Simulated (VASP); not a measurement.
Output of a VASP run:

**OSZICAR**
```
       N       E                     dE             d eps       ncg     rms          rms(c)
DAV:   1     0.897092789516E+02    0.89709E+02   -0.65443E+03  3956   0.107E+03
DAV:   2    -0.747711046774E+01   -0.97186E+02   -0.95132E+02  4260   0.377E+02
DAV:   3    -0.112075652049E+02   -0.37305E+01   -0.35509E+01  5656   0.615E+01
DAV:   4    -0.114091760585E+02   -0.20161E+00   -0.20070E+00  5372   0.131E+01
DAV:   5    -0.114179716117E+02   -0.87956E-02   -0.87902E-02  5948   0.206E+00    0.803E+00
DAV:   6    -0.109992934100E+02    0.41868E+00   -0.79574E-01  6006   0.113E+01    0.285E+00
DAV:   7    -0.109455945907E+02    0.53699E-01   -0.24190E-01  6066   0.603E+00    0.929E-01
DAV:   8    -0.109489414724E+02   -0.33469E-02   -0.11279E-02  4468   0.158E+00    0.491E-02
DAV:   9    -0.109489594518E+02   -0.17979E-04   -0.69140E-04  6480   0.276E-01    0.273E-02
DAV:  10    -0.109489682823E+02   -0.88305E-05   -0.15309E-05  4552   0.551E-02    0.113E-02
DAV:  11    -0.109489632781E+02    0.50043E-05   -0.34671E-06  4748   0.314E-02    0.260E-03
DAV:  12    -0.109489633166E+02   -0.38496E-07   -0.74841E-08  2756   0.402E-03
   1 F= -.10948963E+02 E0= -.10948963E+02  d E =0.000000E+00
```

### OUTCAR
```
------------------------ aborting loop because EDIFF is reached ----------------------------------------
  FORCE on cell =-STRESS in cart. coord.  units (eV):
  Direction    XX          YY          ZZ          XY          YZ          ZX
  --------------------------------------------------------------------------------------
  Total       -0.0112831     -0.0112831     -0.0112831     -0.0000000     -0.0000000      0.0000000
  in kB       -1.0373274     -1.0373274     -1.0373274     -0.0000000     -0.0000000      0.0000000
  external PRESSURE =      -1.0373274 kB  Pullay stress =       0.0000000 kB
  volume of cell :       17.43
      direct lattice vectors                 reciprocal lattice vectors
    -1.633255746  1.633255746  1.633255746     0.000000000  0.306136991  0.306136991
     1.633255746 -1.633255746  1.633255746     0.306136991  0.000000000  0.306136991
     1.633255746  1.633255746 -1.633255746     0.306136991  0.306136991  0.000000000
 POSITION                                       TOTAL-FORCE (eV/Angst)
 -----------------------------------------------------------------------------------
      0.00000      0.00000      0.00000        -0.000000     -0.000000     -0.000000
 -----------------------------------------------------------------------------------
    total drift:                                0.000000      0.000000      0.000000
  FREE ENERGIE OF THE ION-ELECTRON SYSTEM (eV)
  ---------------------------------------------------
  free  energy   TOTEN  =       -10.9489633166 eV

  energy  without entropy=      -10.9489633166  energy(sigma->0) =      -10.94896332

 total charge

# of ion       s       p       d       tot
------------------------------------------
    1        2.226   6.000   2.558  10.784
```
(Selected blocks of OUTCAR.)

### POSCAR
```
Nb
1
   -1.6332557465     1.6332557465     1.6332557465
    1.6332557465    -1.6332557465     1.6332557465
    1.6332557465     1.6332557465    -1.6332557465
Nb
1
Direct
  0.0000000000   0.0000000000   0.0000000000
```

Q: Reconstruct the remaining input files.

A: This is not unique; one that fits is the input of the run itself, PBEsol GGA, plane waves, VASP's PBE PAW potentials (set 64).

**INCAR**
```
# general
SYSTEM   =  Nb
PREC     =  Accurate
ENCUT    =  400
LREAL    =  .FALSE.
LASPH    =  .TRUE.   # aspherical one-centre terms

# electronic loop
EDIFF    =  1E-7
NELM     =  100
ALGO     =  Normal   # blocked Davidson
LMAXMIX  =  4   # l cut-off of mixed one-centre charges

# smearing
ISMEAR   =  -5

# functional
GGA      =  PS

# ions
ISIF     =  2

# output
LWAVE    =  .FALSE.
LCHARG   =  .TRUE.
LORBIT   =  11   # lm-projected
NEDOS    =  601   # DOS grid
```

### KPOINTS
```
Automatic mesh
0
Gamma
18 18 18
0 0 0
```

POTCAR, in this order: Nb_sv (PBE.64 set). Program: vasp_std.

For a metal the tetrahedron method with Blöchl corrections gives inexact stress and forces.

The structure comes from a measured Nb entry (Im-3m) of the Crystallography Open Database, whose conditions weren't checked. It was relaxed first.
